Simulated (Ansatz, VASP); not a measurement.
# NaHgF3: VASP beside Ansatz

Aim: how closely do two programs agree when they are given the same cell, functional and k mesh? The two relaxations start from unlike cells of this crystal (the structure described is Ansatz's start), so only their ends are compared.

Calculated with Ansatz 0.2.0; plane waves, with VASP 6.6.1 beside it; relaxation of cell and atoms at PBE.

The structure was built from a prototype and need not be the compound's stable phase.

**1. The structure**

Symmetry: Pm-3m, No. 221, cubic system. The conventional cell has a = 4.009 Å, b = 4.009 Å, c = 4.009 Å, α = 90.00°, β = 90.00°, γ = 90.00°. Nearest to Hg lie 6 F at 2.00 Å. Nearest to Na lie 12 F at 2.83 Å. Nearest to F lie 2 Hg at 2.00 Å and 4 Na at 2.83 Å. As first built, before any earlier steps moved the atoms (in the runner's words): all Cd replaced by Hg and K replaced by Na in the Pm-3m structure of KCdF3. Farther neighbours and most contacts between anions are not listed.

**2. Ansatz: relaxation of cell and atoms, PBE**

Ansatz runs on its default PAW (the set named soft_2) files.

The relaxed volume is the usual yardstick between codes: in a stiff, nearly cubic crystal its relative difference is about their pressure difference at one cell divided by the bulk modulus.

Input file input.yaml:

```yaml
crystal:
  lattice:
    - [4.00901928, 0.0, 0.0]
    - [0.0, 4.00901928, 0.0]
    - [0.0, 0.0, 4.00901928]
  atoms:
    - { symbol: Hg, position: [0.5, 0.5, 0.5] }
    - { symbol: Na, position: [0.0, 0.0, 0.0] }
    - { symbol: F, position: [0.5, 0.5, 0.0] }
    - { symbol: F, position: [0.5, 0.0, 0.5] }
    - { symbol: F, position: [0.0, 0.5, 0.5] }
kpoints:
  mp_grid: { grid: [6, 6, 6] }
scf:
  occupations: { method: fermi_dirac, width: 0.05 }
hamiltonian:
  xc: pbe
  pseudopotentials: { kind: paw }
output:
  forces: true
  stress: true
relax:
  f_tol: 0.02
  max_steps: 50
  cell: {}
```

Launch:

```sh
$ ansatz run input.yaml --threads 4 --pin off --max-ram 8192MiB --backend cpu --events-out ev --progress --plain --runs-dir out
```

Numbers of over 12 decimals in the logs are rounded to 6 here.

The log of the run:

```text
Engine: ansatz 0.2.0, aarch64-unknown-linux-gnu
Pseudopotentials: kind: paw
Pseudopotential: Hg, paw, valence charge 20, recommended cutoff 420 eV (normal), Hg.paw.azcp
Pseudopotential: Na, paw, valence charge 9, recommended cutoff 420 eV (normal), Na.paw.azcp
Pseudopotential: F, paw, valence charge 7, recommended cutoff 420 eV (normal), F.paw.azcp
Functional definition: PBE
  parameter kappa = 0.804
  parameter beta = 0.066725
  exchange = pbe_x(kappa = kappa, mu = beta*pi^2/3)
  correlation = pbe_c(beta = beta)
Crystal: 5 atoms, lattice volume = 64.434 Å³
Basis set: ecut = 420 eV, 1237 PW (Γ), exchange–correlation on 54×54×54 points (8 copies of the dense FFT grid, shifted against one another)
Bands: 30, of which v1, the nominal top of the filled ones, is band 25 counted from 1 (24 counted from 0)
Symmetry: 48 space group operations
Space group: Pm-3m (ITA 221), of the structure as read, at distance tolerance 4.0e-5 Å
k-points: 20 of 216
Non-local potential: Hg, projectors of the file, l = 0: 3, l = 1: 2, l = 2: 2, l = 3: 1
Non-local potential: Na, projectors of the file, l = 0: 3, l = 1: 2, l = 2: 1
Non-local potential: F, projectors of the file, l = 0: 2, l = 1: 2, l = 2: 1
PAW form: soft (Blöchl's): semilocal exchange-correlation on the pseudo side does not see the compensation charge
PAW one-centre angular grid: Hg, 590 points (default); XC on 64 Gauss nodes
PAW one-centre angular grid: Na, 110 points (default); XC on 64 Gauss nodes
PAW one-centre angular grid: F, 110 points (default); XC on 64 Gauss nodes
Initial density: superposition of atomic densities (neutral atoms: chi_scale 0, normalization atom), corrected by the library's trained network
Initial wavefunctions: pseudopotential atomic-orbital guess
Functional: x = pbe(κ = 0.804, μ = 0.219515), c = pbe(β = 0.066725)
SCF iter   1: F=—  HF=-17722.052948 eV  |F-HF|=—  |Δ(HF+E_count)|=         —  Δρ=3.40e-3  dr2=8.16e-3  ethr=1.77e-3  ⟨swp⟩=6.0  Hψ=2460  notcnv=0
preconditioner: auto → Resta (q_TF=auto, 2.615 Å⁻¹)  ε∞=3.6  [insulator: Δε(μ)=0.276 eV  Ē_g=18.290 eV  σ=0.050 eV  W_gap=0.58  n_scr=18 (ndim 8)  ℏωp=29.3 eV  f_vac=0.209  D(μ)=0.79/eV (n_scr^D=0)  ε∞_Penn≈3.6]
SCF iter   2: F=—  HF=-17722.052755 eV  |F-HF|=—  |Δ(HF+E_count)|=   1.93e-4  Δρ=1.49e-3  dr2=1.29e-3  ethr=1.63e-5  ⟨swp⟩=2.0  Hψ=1089  notcnv=0  defer=2
SCF iter   3: F=—  HF=-17722.052867 eV  |F-HF|=—  |Δ(HF+E_count)|=   1.13e-4  Δρ=6.67e-4  dr2=2.92e-4  ethr=2.58e-6  ⟨swp⟩=2.0  Hψ=806  notcnv=0  defer=2
SCF iter   4: F=—  HF=-17722.052887 eV  |F-HF|=—  |Δ(HF+E_count)|=   2.00e-5  Δρ=2.08e-4  dr2=4.37e-5  ethr=5.84e-7  ⟨swp⟩=2.0  Hψ=843  notcnv=0  defer=2
SCF iter   5: F=—  HF=-17722.050269 eV  |F-HF|=—  |Δ(HF+E_count)|=   2.62e-3  Δρ=6.95e-5  dr2=3.98e-6  ethr=8.74e-8  ⟨swp⟩=2.0  Hψ=960  notcnv=0  defer=2
SCF iter   6: F=—  HF=-17722.050270 eV  |F-HF|=—  |Δ(HF+E_count)|=   9.41e-7  Δρ=2.77e-5  dr2=2.40e-7  ethr=7.97e-9  ⟨swp⟩=2.0  Hψ=891  notcnv=0  defer=2
SCF iter   7: F=-17722.050270 eV  HF=-17722.050270 eV  |F-HF|=5.65e-9  |Δ(HF+E_count)|=   1.18e-8  Δρ=6.33e-6  dr2=1.20e-8  ethr=2.00e-10  ⟨swp⟩=4.0  Hψ=1948  notcnv=0
SCF 1 converged in 7 iterations: F = -17722.050270 eV  dr2 = 1.20e-8
  greatest PAW one-centre occupation: 1.001 electrons in one spin orbital (limit 2), on the Hg atom at site 0 (counted from 0), in its partial waves of l = 1
relax step   1: F+E_penalty+E_count = -17722.05026986 eV  Δ(F+E_penalty+E_count) = +0.000e0 eV  max|allowed force component| = 7.378e-28 eV/Å  Δτ_max = 0.0000 Å  P = +50.413 GPa  Ω = 64.434 Å³  (7 SCF iters, dr2 threshold 1.00e-7 eV, accepted)
[...]
relax step   9: F+E_penalty+E_count = -17725.31888191 eV  Δ(F+E_penalty+E_count) = +2.692e-3 eV  max|allowed force component| = 1.168e-28 eV/Å  Δτ_max = 0.0000 Å  P = +0.025 GPa  Ω = 94.487 Å³  energy of the carried Pulay correction = -3.660e-2 eV  (5 SCF iters, dr2 threshold 3.16e-7 eV, accepted)
[...]
relax step  10: F+E_penalty+E_count = -17725.36002457 eV  Δ(F+E_penalty+E_count) = -4.114e-2 eV  max|allowed force component| = 6.637e-29 eV/Å  Δτ_max = 0.0000 Å  P = +0.216 GPa  Ω = 94.487 Å³  stress off target by 2.16e-1 GPa  SCF on the basis re-selected at this cell (its energy is not comparable with the rows above)  (8 SCF iters)
[...]
relax step  11: F+E_penalty+E_count = -17725.35932317 eV  Δ(F+E_penalty+E_count) = +7.014e-4 eV  max|allowed force component| = 1.859e-29 eV/Å  Δτ_max = 0.0000 Å  P = +0.010 GPa  Ω = 94.856 Å³  energy of the carried Pulay correction = -9.612e-4 eV  (5 SCF iters, dr2 threshold 1.16e-7 eV, accepted)
[...]
relax step  12: F+E_penalty+E_count = -17725.36028069 eV  Δ(F+E_penalty+E_count) = -9.575e-4 eV  max|allowed force component| = 2.221e-29 eV/Å  Δτ_max = 0.0000 Å  P = +0.015 GPa  Ω = 94.856 Å³  stress off target by 1.46e-2 GPa  SCF on the basis re-selected at this cell (its energy is not comparable with the rows above)  (7 SCF iters)
basis re-selected at this cell: Δ(F+E_penalty+E_count) = -9.575e-4 eV, ΔP = +0.004 GPa vs the last step (what re-selecting the basis moved, of the pressure what is left beyond the Pulay correction that the steps carried, after the strain that the cell walked since its last selection, with what the two solves' SCF thresholds leave and, on support functions, any second-order correction that the steps lacked; it is no m [...]
SCF converged after 7 iterations
Free energy (F): -17725.360281 eV
Harris-Foulkes:  -17725.360281 eV  (|F-HF|=3.64e-12)
Internal energy: -17725.359933 eV  (E = F + TS)
E sigma→0 (E₀):  -17725.360107 eV
Entropy (-TS):   -0.000348 eV (-0.070 meV/atom)
Fermi energy:    3.443167 eV
--- Per-component energies (eV) ---
  E_band       = -897.306596
  E_kinetic    = 1338.939214
  E_local      = -6959.556812  (includes V_loc(G=0)·N_el)
  E_nonlocal   = 412.124088
  E_hartree    = 2802.223040
  E_xc         = -496.165478
  E_vxc        = -615.607221  (∫ρ·V_xc dr)
  E_paw        = -10808.986248  (= ΣΔE_a)
  E_vpaw       = -677.659148  (= ΣTr[D̂ρ^β])
  E_aug_tail   = 0.007228  (compensation charges beyond the density's cutoff)
  E_ewald      = -4013.944965
  E_smearing   = -0.000348  (= −TS)
  E_closure    = 0.000000  (closes the sum)
  Σ components = -17725.360281   (vs F -17725.360281, Δ=0.00e0)
--- Forces (eV/Å), atoms counted from 1 ---
  atom   1  Hg    -0.00000000     0.00000000    -0.00000000
  atom   2  Na    -0.00000000     0.00000000     0.00000000
  atom   3  F      0.00000000     0.00000000    -0.00000000
  atom   4  F     -0.00000000    -0.00000000     0.00000000
  atom   5  F     -0.00000000     0.00000000     0.00000000
  max |Σ_I F_I| component: 2.60e-29 eV/Å
--- Stress (GPa, compression-positive) ---
        0.014586      -0.000000       0.000000
       -0.000000       0.014586      -0.000000
        0.000000      -0.000000       0.014586
  P = ⅓ Tr σ = 0.0146 GPa (0.146 kbar)
--- Relaxed structure (9 steps of the walk, 9 accepted, 3 SCFs on fresh bases) ---
  F+E_penalty+E_count = -17725.36028069 eV   max|allowed force component| = 2.221e-29 eV/Å   (the final SCF, on the basis selected at the relaxed cell)
  cell:  # Å, volume = 94.8557 Å³
    - [4.560591, 0, 0]
    - [0, 4.560591, 0]
    - [0, 0, 4.560591]
  atoms:
    - { symbol: Hg, position: [0.5, 0.5, 0.5] }
    - { symbol: Na, position: [0, 0, 0] }
    - { symbol: F, position: [0.5, 0.5, 0] }
    - { symbol: F, position: [0.5, 0, 0.5] }
    - { symbol: F, position: [0, 0.5, 0.5] }
```

**3. VASP: relaxation of cell and atoms, PBE**

Its own start cell and the same functional, mesh and smearing now go to VASP, with its own data sets.

Lines of VASP's logs that name or quote its potential files are left out, and so is its time.

Input file INCAR:

```
SYSTEM = NaHgF3
PREC = Accurate
ENCUT = 600
EDIFF = 1E-07
NELM = 120
ISMEAR = -1
SIGMA = 0.05
LREAL = .FALSE.
ALGO = Normal
GGA = PE
NBANDS = 26
LORBIT = 11
LWAVE = .FALSE.
LCHARG = .FALSE.
ISIF = 3
IBRION = 2
NSW = 80
EDIFFG = -0.005
LASPH = .TRUE.
GGA_COMPAT = .FALSE.
NELMIN = 4
EFERMI = MIDGAP
KPAR = 2
```

Input file POSCAR:

```
NaHgF3
1.0
    4.5449296061      0.0000000000      0.0000000000
    0.0000000000      4.5449296061      0.0000000000
    0.0000000000      0.0000000000      4.5449296061
Hg Na F
1 1 3
Direct
    0.5000001247      0.5000001247      0.5000001247
    0.0000000000      0.0000000000      0.0000000000
    0.5000001247      0.5000001247      0.0000000000
    0.5000001247      0.0000000000      0.5000001247
    0.0000000000      0.5000001247      0.5000001247
```

Input file KPOINTS:

```
Automatic mesh
0
Gamma
6 6 6
0 0 0
```

The projector-augmented-wave data sets are Hg, Na_pv and F (PBE family, release 64).

Launch:

```sh
$ mpirun -np 2 vasp_std
```

The log of the run:

```text
[banner, memory and clock lines left out]
running    2 mpi-ranks, on    1 nodes
 distrk:  each k-point on    1 cores,    2 groups
 distr:  one band on    1 cores,    1 groups

 POSCAR found type information on POSCAR HgNaF
 POSCAR found :  3 types and       5 ions
 LDA part: xc-table for (Slater+PW92), standard interpolation
 POSCAR, INCAR and KPOINTS ok, starting setup
 FFT: planning ... GRIDC
 FFT: planning ... GRID_SOFT
 FFT: planning ... GRID
 WAVECAR not read
 entering main loop
       N       E                     dE             d eps       ncg     rms          rms(c)
DAV:   1     0.427379964422E+03    0.42738E+03   -0.22393E+04  1048   0.173E+03
DAV:   2     0.226044489319E+02   -0.40478E+03   -0.38721E+03  1148   0.438E+02
DAV:   3    -0.176669253474E+02   -0.40271E+02   -0.39710E+02  1146   0.146E+02
DAV:   4    -0.185800772665E+02   -0.91315E+00   -0.90972E+00  1176   0.229E+01
DAV:   5    -0.185927499127E+02   -0.12673E-01   -0.12666E-01  1182   0.274E+00    0.140E+01
DAV:   6    -0.157355447209E+02    0.28572E+01   -0.10826E+01  1354   0.315E+01    0.102E+01
DAV:   7    -0.156846078018E+02    0.50937E-01   -0.75297E-01  1056   0.776E+00    0.651E+00
DAV:   8    -0.156434452189E+02    0.41163E-01   -0.19195E-01  1074   0.409E+00    0.724E-01
DAV:   9    -0.156367202491E+02    0.67250E-02   -0.32325E-02  1250   0.146E+00    0.214E-01
DAV:  10    -0.156371215515E+02   -0.40130E-03   -0.18555E-03  1096   0.600E-01    0.919E-02
DAV:  11    -0.156372373407E+02   -0.11579E-03   -0.43095E-04  1182   0.187E-01    0.905E-02
DAV:  12    -0.156372250738E+02    0.12267E-04   -0.71097E-05  1164   0.101E-01    0.186E-02
DAV:  13    -0.156372260102E+02   -0.93639E-06   -0.15286E-05  1206   0.334E-02    0.686E-03
DAV:  14    -0.156372255305E+02    0.47972E-06   -0.21327E-06  1164   0.124E-02    0.330E-03
DAV:  15    -0.156372256069E+02   -0.76452E-07   -0.76467E-08   788   0.326E-03
   1 F= -.15637226E+02 E0= -.15636987E+02  d E =-.156372E+02
 curvature:   0.00 expect dE= 0.000E+00 dE for cont linesearch  0.000E+00
 trial: gam= 0.00000 g(F)=  0.000E+00 g(S)=  0.626E-02 ort = 0.000E+00 (trialstep = 0.100E+01)
 search vector abs. value=  0.626E-02
 bond charge predicted
       N       E                     dE             d eps       ncg     rms          rms(c)
DAV:   1    -0.157166351312E+02   -0.79410E-01   -0.15268E+00  1114   0.123E+01    0.216E+00
DAV:   2    -0.156472656000E+02    0.69370E-01   -0.27512E-01  1076   0.391E+00    0.465E-01
DAV:   3    -0.156419624135E+02    0.53032E-02   -0.13326E-02  1160   0.182E+00    0.577E-01
DAV:   4    -0.156411684602E+02    0.79395E-03   -0.17887E-03  1106   0.399E-01    0.460E-01
DAV:   5    -0.156407117111E+02    0.45675E-03   -0.77639E-04  1224   0.221E-01    0.544E-02
DAV:   6    -0.156406304096E+02    0.81301E-04   -0.19007E-04  1326   0.198E-01    0.138E-02
DAV:   7    -0.156406304522E+02   -0.42618E-07   -0.40998E-05  1068   0.587E-02    0.481E-03
DAV:   8    -0.156406299619E+02    0.49029E-06   -0.28307E-06  1116   0.152E-02    0.349E-03
DAV:   9    -0.156406299857E+02   -0.23829E-07   -0.15014E-07   806   0.518E-03
   2 F= -.15640630E+02 E0= -.15640425E+02  d E =-.340438E-02
 trial-energy change:   -0.003404  1 .order   -0.003450   -0.006265   -0.000636
 step:   1.1196(harm=  1.1130)  dis= 0.00000  next Energy=   -15.640668 (dE=-0.344E-02)
 bond charge predicted
       N       E                     dE             d eps       ncg     rms          rms(c)
DAV:   1    -0.156417542791E+02   -0.11243E-02   -0.21717E-02  1116   0.147E+00    0.259E-01
DAV:   2    -0.156407600572E+02    0.99422E-03   -0.40317E-03  1082   0.472E-01    0.558E-02
DAV:   3    -0.156406839046E+02    0.76153E-04   -0.19589E-04  1160   0.223E-01    0.668E-02
DAV:   4    -0.156406719400E+02    0.11965E-04   -0.27547E-05  1096   0.497E-02    0.531E-02
DAV:   5    -0.156406640648E+02    0.78752E-05   -0.11911E-05  1202   0.281E-02    0.693E-03
DAV:   6    -0.156406626705E+02    0.13943E-05   -0.29810E-06  1322   0.243E-02    0.165E-03
DAV:   7    -0.156406626012E+02    0.69289E-07   -0.60349E-07  1044   0.700E-03
   3 F= -.15640663E+02 E0= -.15640461E+02  d E =-.343699E-02
 curvature:  -0.55 expect dE=-0.332E-06 dE for cont linesearch -0.332E-06
 trial: gam= 0.00000 g(F)=  0.684E-47 g(S)=  0.598E-06 ort =-0.612E-04 (trialstep = 0.102E+01)
 search vector abs. value=  0.598E-06
 reached required accuracy - stopping structural energy minimisation
```

From OUTCAR (step 3):

```text
ion  position               nearest neighbor table
   1  0.500  0.500  0.500-   3 2.27   4 2.27   5 2.27   3 2.27   4 2.27   5 2.27
   2  0.000  0.000  0.000-
   3  0.500  0.500  0.000-   1 2.27   1 2.27
   4  0.500  0.000  0.500-   1 2.27   1 2.27
   5  0.000  0.500  0.500-   1 2.27   1 2.27

  LATTYP: Found a simple cubic cell.
 ALAT       =     4.5449296061

 Subroutine GETGRP returns: Found 48 space group operations
 (whereof 48 operations were pure point group operations)

The static configuration has the point symmetry O_h .

 Found     20 irreducible k-points:

   k-points           NKPTS =     20   k-points in BZ     NKDIM =     20   number of bands    NBANDS=     26

   dimension x,y,z NGX =    36 NGY =   36 NGZ =   36
   dimension x,y,z NGXF=    72 NGYF=   72 NGZF=   72

   ENCUT  =  600.0 eV  44.10 Ry    6.64 a.u.   9.08  9.08  9.08*2*pi/ulx,y,z

   NELECT =      40.0000    total number of electrons

 k-points in reciprocal lattice and weights: Automatic mesh
   0.00000000  0.00000000  0.00000000       0.005
   0.16666667  0.00000000  0.00000000       0.028
   0.33333333  0.00000000  0.00000000       0.028
   0.50000000  0.00000000  0.00000000       0.014
   0.16666667  0.16666667  0.00000000       0.056
   0.33333333  0.16666667  0.00000000       0.111
   0.50000000  0.16666667  0.00000000       0.056
   0.33333333  0.33333333  0.00000000       0.056
   0.50000000  0.33333333  0.00000000       0.056
[...]
0.50000000  0.50000000  0.33333333       0.028
   0.50000000  0.50000000  0.50000000       0.005

 average (electrostatic) potential at core
       1 -42.1851       2 -50.4285       3 -79.0821       4 -79.0821       5 -79.0821

 E-fermi :  -0.9815

 k-point     1 :       0.0000    0.0000    0.0000
  band No.  band energies     occupation
    ...
     16      -3.6650      2.00000
     17      -3.6650      2.00000
     18      -3.6348      2.00000
     19      -3.6348      2.00000
     20      -3.6348      2.00000
     21      -0.8660      0.18052
     22       3.7664      0.00000
     23       8.3430      0.00000
     24       8.3430      0.00000
     25       8.3430      0.00000
    ...

 k-point     2 :       0.1667    0.0000    0.0000
  band No.  band energies     occupation
    ...
     16      -3.6520      2.00000
     17      -3.6520      2.00000
     18      -3.6208      2.00000
     19      -3.5464      2.00000
     20      -3.5464      2.00000
     21      -0.3285      0.00000
     22       3.8715      0.00000
     23       7.1948      0.00000
     24       8.4275      0.00000
     25       8.4275      0.00000
    ...

 k-point     3 :       0.3333    0.0000    0.0000
  band No.  band energies     occupation
    ...
     16      -3.6479      2.00000
     17      -3.6479      2.00000
     18      -3.4065      2.00000
     19      -3.3565      2.00000
     20      -3.3565      2.00000
     21       0.8973      0.00000
     22       3.8232      0.00000
     23       6.5426      0.00000
     24       8.7096      0.00000
     25       8.7096      0.00000
    ...

  Total       -0.0045454     -0.0045454     -0.0045454     -0.0000000      0.0000000     -0.0000000
  in kB       -0.0764129     -0.0764129     -0.0764129     -0.0000000      0.0000000     -0.0000000
  external PRESSURE =      -0.0764129 kB  Pullay stress =       0.0000000 kB

  energy-cutoff  :      600.00
  volume of cell :       95.30
      direct lattice vectors                 reciprocal lattice vectors
     4.567770691  0.000000000 -0.000000000     0.218925175 -0.000000000 -0.000000000
     0.000000000  4.567770691 -0.000000000    -0.000000000  0.218925175 -0.000000000
     0.000000000  0.000000000  4.567770691     0.000000000  0.000000000  0.218925175

 POSITION                                       TOTAL-FORCE (eV/Angst)
 -----------------------------------------------------------------------------------
      2.28389      2.28389      2.28389         0.000000      0.000000      0.000000
      0.00000      0.00000      0.00000         0.000000      0.000000      0.000000
      2.28389      2.28389     -0.00000         0.000000      0.000000      0.000000
      2.28389      0.00000      2.28389        -0.000000     -0.000000      0.000000
      0.00000      2.28389      2.28389        -0.000000     -0.000000      0.000000
 -----------------------------------------------------------------------------------
    total drift:                               -0.002478     -0.002478     -0.002478

  FREE ENERGIE OF THE ION-ELECTRON SYSTEM (eV)
  ---------------------------------------------------
  free  energy   TOTEN  =       -15.6406626012 eV

  energy  without entropy=      -15.6402598148  energy(sigma->0) =      -15.64046121

 reached required accuracy - stopping structural energy minimisation

 total charge
# of ion       s       p       d       tot
------------------------------------------
    1        0.426   0.259   9.581  10.267
    2        0.009   5.949   0.000   5.958
    3        1.735   4.300   0.000   6.035
    4        1.735   4.300   0.000   6.035
    5        1.735   4.300   0.000   6.035
--------------------------------------------------
tot          5.640  19.109   9.581  34.330

[... 3 further parts left out ...]
```

CONTCAR:

```
NaHgF3
   1.00000000000000
     4.5677706914108613    0.0000000000000000   -0.0000000000000000
     0.0000000000000000    4.5677706914108613   -0.0000000000000000
     0.0000000000000000    0.0000000000000000    4.5677706914108613
  Hg              Na              F
     1     1     3
Direct
     0.5000001247000014    0.5000001247000014    0.5000001247000014
     0.0000000000000000    0.0000000000000000    0.0000000000000000
     0.5000001247000014    0.5000001247000014    0.0000000000000000
     0.5000001247000014    0.0000000000000000    0.5000001247000014
     0.0000000000000000    0.5000001247000014    0.5000001247000014
```

**4. Comparison**

Known differences besides the potentials themselves: the data sets hold 50 valence electrons in Ansatz (on its default PAW (the set named soft_2) files) and 40 in VASP; the cutoff is 420 eV in Ansatz and 600 eV in VASP; Ansatz adds a Pulay correction to the stress that steers its cell, VASP none. Total energies have different zeros and are not compared.

The two programs side by side:

```csv
quantity,Ansatz,VASP,difference
volume (Å³),94.86,95.30,-0.47 %
"edge a after relaxation, in the typed setting (Å)",4.561,4.568,-0.16 %
```

**5. Results**

| Item | Value |
| --- | --- |
| difference in volume (relaxation of cell and atoms, PBE) | -0.47 % |

In words: The difference in volume is -0.47 % (relaxation of cell and atoms, PBE), within the 1.2 % picked in this series as the mark of a large difference, as far as the stopping tolerances let one tell. The data sets hold unlike numbers of valence electrons (50 in Ansatz and 40 in VASP), so part of the differences comes from the potentials. Such differences can come from data sets, numerical settings and the points named under the comparisons, not from the functional's error against experiment.

[Lines on the potential files, build, host, timing and source positions are cut from VASP's logs without a mark.]

[Logs are printed without paths, hosts, clocks, repeated set-up lines and the standing remarks that a program may print on its own settings, such as how far it seeks lower states.]

[Hosts, paths, dates, database ids (printed as entryN), source tags and the programs' standing remarks are cut or masked in the printed files.]
